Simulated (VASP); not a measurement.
Method: PBE GGA, VASP's PBE PAW potentials (set 64) (plane waves; VASP).

VASP ran on this input.

INCAR:
```
SYSTEM=SnTe2
PREC=Accurate; ENCUT=300; LREAL=.FALSE.
LASPH=.TRUE.
EDIFF=1E-6; NELM=100; ALGO=Normal
LMAXMIX=4
ISMEAR=0; SIGMA=0.1
GGA=PE
ISIF=2
LWAVE=.FALSE.; LCHARG=.FALSE.
```

### POSCAR
```
SnTe2
1
    2.1151950000     1.2212090000     6.4126830000
   -2.1151950000     1.2212090000     6.4126830000
    0.0000000000    -2.4424170000     6.4126830000
Sn Te
1 2
Direct
  0.0000000000   0.0000000000   0.0000000000
  0.2520000000   0.2520000000   0.2520000000
  0.7480000000   0.7480000000   0.7480000000
```

File KPOINTS:
```
Automatic
0
Gamma
5 5 5
0 0 0
```

POTCAR, in this order: Sn_d Te (PBE.64 set). Program: vasp_std.

At this cut-off the stress carries a Pulay error, which pulls relaxed volumes low. Unless said otherwise, spin-orbit coupling is left out, though it shifts the bands of the heavy elements here.

Estimate the energy per atom (σ→0), pressure, largest force, band gap (on the k-mesh).

| Item | Value |
|---|---|
| energy per atom (σ→0) | -3.377 eV/atom |
| band gap (on the k-mesh) | none (metal, semimetal or under 0.01 eV) |
| pressure | 4.17 GPa |
| largest force | 1.286 eV/Å |

File OSZICAR:
```
...
DAV:   7    -0.101361792111E+02    0.71126E-02   -0.99939E-02   819   0.244E+00    0.475E-01
DAV:   8    -0.101336666041E+02    0.25126E-02   -0.13301E-02   720   0.122E+00    0.342E-01
DAV:   9    -0.101339522782E+02   -0.28567E-03   -0.12369E-03   759   0.212E-01    0.573E-02
DAV:  10    -0.101339686560E+02   -0.16378E-04   -0.43159E-05   883   0.445E-02    0.221E-02
DAV:  11    -0.101339898305E+02   -0.21174E-04   -0.28377E-05   702   0.307E-02    0.696E-03
DAV:  12    -0.101339909380E+02   -0.11074E-05   -0.69837E-07   597   0.662E-03    0.319E-03
DAV:  13    -0.101339912273E+02   -0.28931E-06   -0.63094E-07   482   0.469E-03
   1 F= -.10133991E+02 E0= -.10129901E+02  d E =-.817954E-02
```

The structure was generated: SnTe2 was put into an ordered model structure, which need not be its known phase. The cell was not relaxed at this level. The k-mesh is coarse (spacing up to 0.35 per Å, 2π included), so the numbers may not be converged in it.
